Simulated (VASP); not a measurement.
A convergence study with VASP on AlP (zinc blende): one setting is varied, all else stays as given below, so the limit is that of these other settings. Each run relaxes cell and ions from the cell shown.

```yaml
crystal:
  lattice:
    - [0.00000, 2.73000, 2.73000]
    - [2.73000, 0.00000, 2.73000]
    - [2.73000, 2.73000, 0.00000]
  atoms:
    - { symbol: Al, position: [0.00000, 0.00000, 0.00000] }
    - { symbol: P, position: [0.25000, 0.25000, 0.25000] }
```

Level of theory: PBE GGA, VASP's PBE PAW potentials (set 64) (plane waves; VASP). The tightest run used: 550 eV cut-off, 12×12×12 Γ-centred mesh, Gaussian smearing of 0.050 eV, potentials Al P.

Gaps are read on the run's mesh, which can miss a band edge.

Q: The settings run are 2×2×2 mesh; 3×3×3 mesh; 4×4×4 mesh; 5×5×5 mesh; 6×6×6 mesh; 8×8×8 mesh; 9×9×9 mesh; 10×10×10 mesh; 11×11×11 mesh; 12×12×12 mesh. From which on does the relaxed volume stay within 0.05 Å³/atom of the tightest run?

A: From 5×5×5 mesh on: it is off by 0.028 there and by no more than 0.05 in any finer run, while 4×4×4 mesh is off by 0.092.
```
setting        relaxed volume (Å³/atom)  E (eV/atom)  gap on the mesh (eV)  irreducible k-points  difference judged (Å³/atom)
-------------  ------------------------  -----------  --------------------  --------------------  ---------------------------
2×2×2 mesh                       22.272      -4.3149                 1.552                     3                        1.412
3×3×3 mesh                       21.186      -5.0056                 2.182                     4                        0.325
4×4×4 mesh                       20.952      -5.1419                 1.612                     8                        0.092
5×5×5 mesh                       20.888      -5.1754                 1.857                    10                        0.028
6×6×6 mesh                       20.869      -5.1847                 1.626                    16                        0.009
8×8×8 mesh                       20.861      -5.1884                 1.628                    29                        0.001
9×9×9 mesh                       20.860      -5.1887                 1.703                    35                        0.000
10×10×10 mesh                    20.860      -5.1888                 1.628                    47                        0.000
11×11×11 mesh                    20.860      -5.1889                 1.679                    56                        0.000
12×12×12 mesh                    20.860      -5.1889                 1.629                    72                        0.000
```

Left out are rungs that failed or repeat a setting and relaxations that didn't move; long series are thinned to 24 rows.

The compound is AlP in the zinc blende structure.
